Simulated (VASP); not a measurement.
Consider the following.

```
AsB
1.0
    0.00000     2.45263     2.45263
    2.45263     0.00000     2.45263
    2.45263     2.45263     0.00000
B As
1 1
Direct
  0.00000   0.00000   0.00000
  0.25000   0.25000   0.25000
```

The numbers are results of vdW-DF2, VASP's PBE PAW potentials (set 64) (plane waves; VASP), not measurements. Run with 520 eV cut-off, 9×9×9 Γ-centred mesh, Gaussian smearing of 0.050 eV, potentials B As.

Q: Give the energy at these volumes per atom, relative to the lowest: 13.87, 14.31, 14.75, 15.19, 15.64 Å³.

A: 21.0, 5.0, 0.0, 4.4, 16.8 meV/atom. A third-order Birch-Murnaghan fit gives B0 = 113 GPa and B0′ = 4.3.

Measured: bulk modulus 142 GPa (computed value off by -20.5 %), as given by PMC11618452 (zinc blende boron arsenide), quoting Tian et al.; a 4.777 Å (computed value off by +2.7 %), as given by M J Lucero et al., Journal of Physics Condensed Matter (2012), arXiv:1111.4515. The calculation is for a static lattice, while the measured bulk modulus, a hold thermal and zero-point effects, which are part of the difference.

The compound is BAs in the zinc blende structure. It was relaxed first, which changed the volume by +8 %.
